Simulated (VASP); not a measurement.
Computed with r2SCAN meta-GGA, VASP's PBE PAW potentials (set 64) (plane waves; VASP 6.6.1).

A VASP calculation is set up with these files.

INCAR:
```
SYSTEM  =  Ir(100) slab
NELMIN  =  4
EDIFFG  =  -0.03
LREAL  =  .FALSE.   ! projection in real space or not
ISMEAR  =  1
IDIPOL  =  3
NELM  =  100   ! most electronic steps
NSW  =  50
LWAVE  =  .TRUE.
DIPOL  =  0.5 0.5 0.5
LMAXMIX  =  6
ALGO  =  Normal   ! blocked Davidson
EDIFF  =  1E-5   ! SCF stop (eV)
ENCUT  =  400
PREC  =  Normal
LDIPOL  =  .TRUE.
METAGGA  =  R2SCAN
IBRION  =  2
ISIF  =  2   ! forces and stress, cell fixed
LMIXTAU  =  .TRUE.
SIGMA  =  0.1
LCHARG  =  .FALSE.
LASPH  =  .TRUE.   ! aspherical one-centre terms
```

File POSCAR:
```
Ir(100) slab
1.0
  2.7237367894   0.0000000000   0.0000000000
  0.0000000000   2.7237367894   0.0000000000
  0.0000000000   0.0000000000  26.6024990534
Ir
6
Direct
  0.0000000000   0.5000000000   0.3190050000
  0.5000000000   0.0000000000   0.3914030000
  0.0000000000   0.5000000000   0.4638010000
  0.5000000000   0.0000000000   0.5361990000
  0.0000000000   0.5000000000   0.6085970000
  0.5000000000   0.0000000000   0.6809950000
```

File KPOINTS:
```
Automatic mesh
0
Gamma
10 10 1
0 0 0
```

POTCAR, in this order: Ir (PBE.64 set). Program: vasp_std.

The resulting files:

File OSZICAR:
```
...
DAV:  56    -0.311375275455E+03   -0.27672E-04   -0.28178E-05  1080   0.188E-02    0.241E-02
DAV:  57    -0.311374689537E+03    0.58592E-03   -0.30835E-04  1416   0.824E-02    0.755E-03
DAV:  58    -0.311374745023E+03   -0.55486E-04   -0.25533E-05  1080   0.239E-02    0.810E-03
DAV:  59    -0.311374806110E+03   -0.61086E-04   -0.49499E-05  1048   0.592E-02    0.603E-03
DAV:  60    -0.311374791444E+03    0.14666E-04   -0.45629E-05  1056   0.557E-02    0.519E-03
DAV:  61    -0.311374891418E+03   -0.99974E-04   -0.13178E-05   904   0.284E-02    0.491E-03
DAV:  62    -0.311374530741E+03    0.36068E-03   -0.87171E-05  1240   0.688E-02    0.407E-03
DAV:  63    -0.311374673241E+03   -0.14250E-03   -0.85965E-05  1240   0.774E-02    0.429E-03
DAV:  64    -0.311374985491E+03   -0.31225E-03   -0.12547E-04  1280   0.949E-02    0.454E-03
DAV:  65    -0.311375299901E+03   -0.31441E-03   -0.14069E-04  1240   0.641E-02    0.482E-03
DAV:  66    -0.311375298785E+03    0.11154E-05   -0.96386E-06   848   0.182E-02
   2 F= -.31137530E+03 E0= -.31137550E+03  d E =-.973066E-01
       N       E                     dE             d eps       ncg     rms          rms(c)
DAV:   1    -0.311375272611E+03    0.27290E-04   -0.77916E-03  1344   0.413E-01    0.136E-02
DAV:   2    -0.311375314506E+03   -0.41895E-04   -0.32764E-04  2056   0.117E-01    0.556E-02
DAV:   3    -0.311375308328E+03    0.61772E-05   -0.94104E-05  1336   0.860E-02    0.277E-02
DAV:   4    -0.311375306220E+03    0.21084E-05   -0.52898E-06   744   0.153E-02
   3 F= -.31137531E+03 E0= -.31137551E+03  d E =-.973140E-01
       N       E                     dE             d eps       ncg     rms          rms(c)
DAV:   1    -0.311374582212E+03    0.72612E-03   -0.14490E+00  1344   0.559E+00    0.175E-01
DAV:   2    -0.311378076900E+03   -0.34947E-02   -0.44689E-02  2112   0.153E+00    0.452E-01
DAV:   3    -0.311377562168E+03    0.51473E-03   -0.15372E-02  2216   0.101E+00    0.183E-01
DAV:   4    -0.311378510671E+03   -0.94850E-03   -0.63140E-04  1640   0.168E-01    0.160E-01
DAV:   5    -0.311378306673E+03    0.20400E-03   -0.52320E-04  2136   0.214E-01    0.120E-01
DAV:   6    -0.311379396592E+03   -0.10899E-02   -0.12046E-03  2112   0.273E-01    0.520E-02
DAV:   7    -0.311379907697E+03   -0.51111E-03   -0.53167E-04  1744   0.122E-01    0.369E-02
DAV:   8    -0.311379919578E+03   -0.11881E-04   -0.75316E-05  1336   0.621E-02    0.105E-02
DAV:   9    -0.311379930877E+03   -0.11298E-04   -0.71605E-06   704   0.234E-02    0.489E-03
DAV:  10    -0.311379940671E+03   -0.97941E-05   -0.34625E-06   672   0.124E-02
   4 F= -.31137994E+03 E0= -.31138028E+03  d E =-.463445E-02
       N       E                     dE             d eps       ncg     rms          rms(c)
DAV:   1    -0.311378211839E+03    0.17190E-02   -0.71551E-01  1344   0.393E+00    0.127E-01
DAV:   2    -0.311379450354E+03   -0.12385E-02   -0.19321E-02  2088   0.100E+00    0.275E-01
DAV:   3    -0.311379591681E+03   -0.14133E-03   -0.54873E-03  2208   0.610E-01    0.134E-01
DAV:   4    -0.311380137917E+03   -0.54624E-03   -0.33876E-04  1768   0.125E-01    0.115E-01
DAV:   5    -0.311380066840E+03    0.71078E-04   -0.41921E-04  2128   0.186E-01    0.860E-02
DAV:   6    -0.311380678419E+03   -0.61158E-03   -0.67222E-04  2136   0.212E-01    0.277E-02
DAV:   7    -0.311380891109E+03   -0.21269E-03   -0.25514E-04  1712   0.786E-02    0.245E-02
DAV:   8    -0.311380900651E+03   -0.95419E-05   -0.22644E-05   904   0.392E-02
   5 F= -.31138090E+03 E0= -.31138132E+03  d E =-.559443E-02
       N       E                     dE             d eps       ncg     rms          rms(c)
DAV:   1    -0.311379737818E+03    0.11533E-02   -0.15520E+00  1344   0.583E+00    0.155E-01
DAV:   2    -0.311381677546E+03   -0.19397E-02   -0.31336E-02  2016   0.134E+00    0.220E-01
DAV:   3    -0.311382962307E+03   -0.12848E-02   -0.76458E-03  2272   0.689E-01    0.264E-01
DAV:   4    -0.311383102525E+03   -0.14022E-03   -0.46540E-04  1976   0.177E-01    0.207E-01
DAV:   5    -0.311383344526E+03   -0.24200E-03   -0.57086E-04  2160   0.208E-01    0.207E-01
DAV:   6    -0.311383935661E+03   -0.59113E-03   -0.12356E-03  2184   0.293E-01    0.473E-02
DAV:   7    -0.311384654040E+03   -0.71838E-03   -0.52262E-04  1800   0.104E-01    0.303E-02
DAV:   8    -0.311384712904E+03   -0.58864E-04   -0.39899E-05  1200   0.536E-02    0.183E-02
DAV:   9    -0.311384766915E+03   -0.54010E-04   -0.94677E-06   800   0.151E-02    0.881E-03
DAV:  10    -0.311384806016E+03   -0.39102E-04   -0.64142E-06   744   0.149E-02    0.358E-03
DAV:  11    -0.311384817460E+03   -0.11443E-04   -0.22586E-06   672   0.131E-02    0.219E-03
DAV:  12    -0.311384837369E+03   -0.19909E-04   -0.16254E-06   672   0.726E-03    0.213E-03
DAV:  13    -0.311384841179E+03   -0.38106E-05   -0.61526E-07   672   0.579E-03
   6 F= -.31138484E+03 E0= -.31138531E+03  d E =-.394053E-02
       N       E                     dE             d eps       ncg     rms          rms(c)
DAV:   1    -0.311380538033E+03    0.42993E-02   -0.20446E+00  1344   0.669E+00    0.177E-01
DAV:   2    -0.311383428818E+03   -0.28908E-02   -0.40726E-02  2000   0.153E+00    0.248E-01
DAV:   3    -0.311384970972E+03   -0.15422E-02   -0.94440E-03  2280   0.767E-01    0.303E-01
DAV:   4    -0.311385090935E+03   -0.11996E-03   -0.53333E-04  1936   0.191E-01    0.245E-01
DAV:   5    -0.311385360743E+03   -0.26981E-03   -0.75454E-04  2168   0.240E-01    0.242E-01
DAV:   6    -0.311386016232E+03   -0.65549E-03   -0.16303E-03  2208   0.339E-01    0.589E-02
DAV:   7    -0.311386972000E+03   -0.95577E-03   -0.70496E-04  1784   0.121E-01    0.377E-02
DAV:   8    -0.311387032597E+03   -0.60597E-04   -0.56798E-05  1352   0.627E-02    0.236E-02
DAV:   9    -0.311387107087E+03   -0.74490E-04   -0.13635E-05   824   0.179E-02    0.114E-02
DAV:  10    -0.311387153146E+03   -0.46059E-04   -0.86330E-06   784   0.163E-02    0.377E-03
DAV:  11    -0.311387168929E+03   -0.15783E-04   -0.25356E-06   680   0.140E-02    0.259E-03
DAV:  12    -0.311387186484E+03   -0.17555E-04   -0.17830E-06   672   0.730E-03    0.228E-03
DAV:  13    -0.311387186004E+03    0.47986E-06   -0.56474E-07   672   0.498E-03
   7 F= -.31138719E+03 E0= -.31138771E+03  d E =-.628535E-02
       N       E                     dE             d eps       ncg     rms          rms(c)
DAV:   1    -0.311385859018E+03    0.13275E-02   -0.50664E-01  1344   0.333E+00    0.902E-02
DAV:   2    -0.311386101053E+03   -0.24204E-03   -0.99491E-03  1952   0.747E-01    0.119E-01
DAV:   3    -0.311386706343E+03   -0.60529E-03   -0.22764E-03  2256   0.376E-01    0.153E-01
DAV:   4    -0.311386750420E+03   -0.44077E-04   -0.13448E-04  1784   0.969E-02    0.123E-01
DAV:   5    -0.311386860414E+03   -0.10999E-03   -0.19545E-04  2104   0.123E-01    0.121E-01
DAV:   6    -0.311387117256E+03   -0.25684E-03   -0.46132E-04  2224   0.178E-01    0.246E-02
DAV:   7    -0.311387409875E+03   -0.29262E-03   -0.18724E-04  1656   0.581E-02    0.179E-02
DAV:   8    -0.311387427083E+03   -0.17208E-04   -0.12183E-05   864   0.288E-02    0.107E-02
DAV:   9    -0.311387451346E+03   -0.24262E-04   -0.45870E-06   680   0.106E-02    0.594E-03
DAV:  10    -0.311387485307E+03   -0.33961E-04   -0.29433E-06   696   0.109E-02    0.269E-03
DAV:  11    -0.311387498408E+03   -0.13102E-04   -0.15163E-06   672   0.961E-03    0.161E-03
DAV:  12    -0.311387502101E+03   -0.36923E-05   -0.11590E-06   680   0.837E-03
   8 F= -.31138750E+03 E0= -.31138806E+03  d E =-.660145E-02
       N       E                     dE             d eps       ncg     rms          rms(c)
DAV:   1    -0.311387151489E+03    0.34692E-03   -0.98582E-02  1344   0.146E+00    0.520E-02
DAV:   2    -0.311387438818E+03   -0.28733E-03   -0.41758E-03  2080   0.436E-01    0.182E-01
DAV:   3    -0.311387328371E+03    0.11045E-03   -0.12722E-03  2088   0.307E-01    0.720E-02
DAV:   4    -0.311387332783E+03   -0.44121E-05   -0.27141E-05  1040   0.375E-02
   9 F= -.31138733E+03 E0= -.31138788E+03  d E =0.169317E-03
```

### OUTCAR
```
------------------------ aborting loop because EDIFF is reached ----------------------------------------
  FORCE on cell =-STRESS in cart. coord.  units (eV):
  Direction    XX          YY          ZZ          XY          YZ          ZX
  --------------------------------------------------------------------------------------
  Total       -3.6986909     -3.6986909      0.0200943      0.0000000      0.0000000      0.0000000
  in kB      -30.0265828    -30.0265828      0.1631289      0.0000000      0.0000000      0.0000000
  external PRESSURE =     -19.9633455 kB  Pullay stress =       0.0000000 kB
  volume of cell :      197.36
      direct lattice vectors                 reciprocal lattice vectors
     2.723736789  0.000000000  0.000000000     0.367142671  0.000000000  0.000000000
     0.000000000  2.723736789  0.000000000     0.000000000  0.367142671  0.000000000
     0.000000000  0.000000000 26.602499053     0.000000000  0.000000000  0.037590453
 POSITION                                       TOTAL-FORCE (eV/Angst)
 -----------------------------------------------------------------------------------
      0.00000      1.36187      8.56856         0.000000      0.000000     -0.000185
      1.36187      2.72374     10.39272        -0.000000      0.000000      0.020659
      0.00000      1.36187     12.33072         0.000000      0.000000     -0.015253
      1.36187      0.00000     14.27178         0.000000     -0.000000      0.015253
      0.00000      1.36187     16.20978         0.000000      0.000000     -0.020659
      1.36187      0.00000     18.03394        -0.000000     -0.000000      0.000185
 -----------------------------------------------------------------------------------
    total drift:                                0.000000      0.000000      0.000000
  FREE ENERGIE OF THE ION-ELECTRON SYSTEM (eV)
  ---------------------------------------------------
  free  energy   TOTEN  =      -311.3873327832 eV

  energy  without entropy=     -311.3889704695  energy(sigma->0) =     -311.38787868

 reached required accuracy - stopping structural energy minimisation
```
(Selected blocks of OUTCAR.)

### CONTCAR
```
Ir(100) slab
   1.00000000000000
     2.7237367894000002    0.0000000000000000    0.0000000000000000
     0.0000000000000000    2.7237367894000002    0.0000000000000000
     0.0000000000000000    0.0000000000000000   26.6024990533999990
  Ir
     6
Direct
     0.0000000000000000    0.5000000000000000    0.3220960029354665
     0.5000000000000000    1.0000000000000000    0.3906669752444973
     0.0000000000000000    0.5000000000000000    0.4635172111016149
     0.5000000000000000    0.0000000000000000    0.5364827888983851
     0.0000000000000000    0.5000000000000000    0.6093330247555027
     0.5000000000000000    0.0000000000000000    0.6779039970645335
```

The cell is a thin slab with vacuum, built from Ir (fcc): (100) face.
